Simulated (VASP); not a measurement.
Here is the system:

```yaml
crystal:
  lattice:
    - [1.55508, -2.69348, 0.00000]
    - [1.55508, 2.69348, 0.00000]
    - [0.00000, 0.00000, 3.48349]
  atoms:
    - { symbol: Hf, position: [0.00000, 0.00000, 0.00000] }
    - { symbol: B, position: [0.33333, 0.66667, 0.50000] }
    - { symbol: B, position: [0.66667, 0.33333, 0.50000] }
```

The numbers are results of MS2 meta-GGA, VASP's PBE PAW potentials (set 64) (plane waves; VASP 6.6.1), not measurements. Settings: 520 eV cut-off, 13×13×10 Γ-centred mesh, tetrahedra with Blöchl corrections, potentials Hf_pv B.

### Question
Give the energies of bands 5 to 11 at the high-symmetry points, in eV from the Fermi level.

### Answer

```json
[
 {"band": "5", "Γ": "-3.43", "M": "-9.72", "K": "-8.91", "A": "-8.81", "L": "-8.11", "H": "-9.83"},
 {"band": "6", "Γ": "-3.35", "M": "-4.49", "K": "-8.24", "A": "-1.67", "L": "-5.41", "H": "-5.95"},
 {"band": "7", "Γ": "-3.35", "M": "-3.87", "K": "-2.89", "A": "-1.67", "L": "-5.04", "H": "-3.35"},
 {"band": "8", "Γ": "-3.04", "M": "-3.14", "K": "-2.89", "A": "0.43", "L": "-2.79", "H": "-3.35"},
 {"band": "9", "Γ": "3.96", "M": "2.14", "K": "1.57", "A": "0.43", "L": "3.86", "H": "4.19"},
 {"band": "10", "Γ": "3.96", "M": "2.58", "K": "1.57", "A": "0.78", "L": "4.31", "H": "5.40"},
 {"band": "11", "Γ": "4.45", "M": "5.41", "K": "3.27", "A": "0.78", "L": "6.29", "H": "6.92"}
]
```

It has no gap at this level: it comes out as a metal or semimetal.

The compound is HfB2 in the AlB2 type structure. It was relaxed first.
